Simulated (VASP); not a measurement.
Calculation: vdW-DF2, VASP's PBE PAW potentials (set 64) (plane waves; VASP 6.6.1).

A VASP calculation is set up with these files.

KPOINTS:
```
k-points along high-symmetry lines
15
Line-mode
Reciprocal
  0.000000   0.000000   0.000000 ! GAMMA
  0.500000   0.000000   0.500000 ! X

  0.500000   0.000000   0.500000 ! X
  0.625000   0.250000   0.625000 ! U

  0.375000   0.375000   0.750000 ! K
  0.000000   0.000000   0.000000 ! GAMMA

  0.000000   0.000000   0.000000 ! GAMMA
  0.500000   0.500000   0.500000 ! L

  0.500000   0.500000   0.500000 ! L
  0.500000   0.250000   0.750000 ! W

  0.500000   0.250000   0.750000 ! W
  0.500000   0.000000   0.500000 ! X
```

**INCAR**
```
SYSTEM = ZrC
PREC = Accurate
ENCUT = 520
EDIFF = 1E-7
NELM = 100
ALGO = Normal
LREAL = .FALSE.
LASPH = .TRUE.
ISMEAR = 0
SIGMA = 0.05
GGA = ML
ZAB_VDW = -1.8867
LUSE_VDW = .TRUE.
AGGAC = 0.0
LMAXMIX = 4
LWAVE = .FALSE.
LCHARG = .FALSE.
LORBIT = 11
ICHARG = 11
```

**POSCAR**
```
ZrC
1
    0.0000000000     2.3967089577     2.3967089577
    2.3967089577     0.0000000000     2.3967089577
    2.3967089577     2.3967089577     0.0000000000
Zr C
1 1
Direct
  0.0000000000   0.0000000000   0.0000000000
  0.5000000000   0.5000000000   0.5000000000
```

POTCAR, in this order: Zr_sv C (PBE.64 set). Program: vasp_std. Read from the step before: CHGCAR.

What VASP printed:

### OUTCAR
```
 ion  position               nearest neighbor table
   1  0.000  0.000  0.000-   2 2.40   2 2.40   2 2.40   2 2.40   2 2.40   2 2.40
   2  0.500  0.500  0.500-   1 2.40   1 2.40   1 2.40   1 2.40   1 2.40   1 2.40
  LATTYP: Found a face centered cubic cell.
 ALAT       =     4.7934179154
 Subroutine PRICEL returns:
 Original cell was already a primitive cell.
 Subroutine GETGRP returns: Found 48 space group operations
The static configuration has the point symmetry O_h .
The dynamic configuration has the point symmetry O_h .
 Subroutine INISYM returns: Found 48 space group operations
   k-points           NKPTS =     90   k-points in BZ     NKDIM =     90   number of bands    NBANDS=     12
   number of dos      NEDOS =    301   number of ions     NIONS =      2
   total plane-waves  NPLWV =  21952
   dimension x,y,z NGX =    28 NGY =   28 NGZ =   28
   dimension x,y,z NGXF=    56 NGYF=   56 NGZF=   56
   ions per type =               1   1
   PREC   = accura    normal or accurate (medium, high low for compatibility)
   ISTART =      0    job   : 0-new  1-cont  2-samecut
   ICHARG =     11    charge: 1-file 2-atom 10-const
   ISPIN  =      1    spin polarized calculation?
   LNONCOLLINEAR =      F non collinear calculations
   LSORBIT =      F    spin-orbit coupling
   INIWAV =      1    electr: 0-lowe 1-rand  2-diag
   ENCUT  =  520.0 eV  38.22 Ry    6.18 a.u.   6.30  6.30  6.30*2*pi/ulx,y,z
...
```

File OSZICAR:
```
       N       E                     dE             d eps       ncg     rms          rms(c)
DAV:   1     0.116626326351E+03    0.11663E+03   -0.90796E+03  2160   0.134E+03
DAV:   2    -0.603350647522E+01   -0.12266E+03   -0.11726E+03  2524   0.334E+02
DAV:   3    -0.115300950616E+02   -0.54966E+01   -0.53228E+01  3412   0.605E+01
DAV:   4    -0.117237804635E+02   -0.19369E+00   -0.19335E+00  2652   0.101E+01
DAV:   5    -0.117277390706E+02   -0.39586E-02   -0.39579E-02  3212   0.131E+00
DAV:   6    -0.117278111924E+02   -0.72122E-04   -0.72119E-04  2636   0.141E-01
DAV:   7    -0.117278117544E+02   -0.56204E-06   -0.56277E-06  3208   0.138E-02
DAV:   8    -0.117278117596E+02   -0.52510E-08   -0.47604E-08  1836   0.139E-03
   1 F= -.11727812E+02 E0= -.11726936E+02  d E =-.175212E-02
```

### OUTCAR
```
 val. band max:        9.4052179128   @ k =   0.5000   0.0536   0.5536

 cond. band min:       9.4244267452   @ k =   0.5536   0.1071   0.5536



 k-point     1 :       0.0000    0.0000    0.0000
  band No.  band energies     occupation
      1     -39.5573      2.00000
      2     -17.2192      2.00000
      3     -17.2192      2.00000
      4     -17.2192      2.00000
      5      -1.8594      2.00000
      6       9.9895      0.00000
      7       9.9895      0.00000
      8       9.9895      0.00000
      9      10.2245      0.00000
     10      10.2245      0.00000
     11      10.2245      0.00000
     12      11.7635      0.00000

 k-point     2 :       0.0357    0.0000    0.0357
  band No.  band energies     occupation
      1     -39.5561      2.00000
      2     -17.2274      2.00000
      3     -17.2220      2.00000
      4     -17.2220      2.00000
      5      -1.8253      2.00000
      6       9.5993      0.00000
      7       9.7311      0.00000
      8       9.7311      0.00000
      9      10.1778      0.00000
     10      10.5329      0.00000
     11      10.5329      0.00000
     12      11.7786      0.00000

 k-point     3 :       0.0714    0.0000    0.0714
  band No.  band energies     occupation
      1     -39.5525      2.00000
      2     -17.2513      2.00000
      3     -17.2302      2.00000
      4     -17.2302      2.00000
      5      -1.7262      2.00000
      6       8.8657      2.00000
      7       9.4360      0.60818
      8       9.4360      0.60817
      9      10.0440      0.00000
     10      10.9754      0.00000
     11      10.9754      0.00000
     12      11.8238      0.00000

 k-point     4 :       0.1071    0.0000    0.1071
  band No.  band energies     occupation
      1     -39.5467      2.00000
      2     -17.2891      2.00000
      3     -17.2433      2.00000
      4     -17.2433      2.00000
      5      -1.5706      2.00000
      6       8.1057      2.00000
      7       9.1924      2.00000
...
```

The density is held fixed in this step, so its total energy and stress have no physical meaning.

The compound is ZrC in the rock salt structure. It was relaxed first, which changed the volume by +6 %.
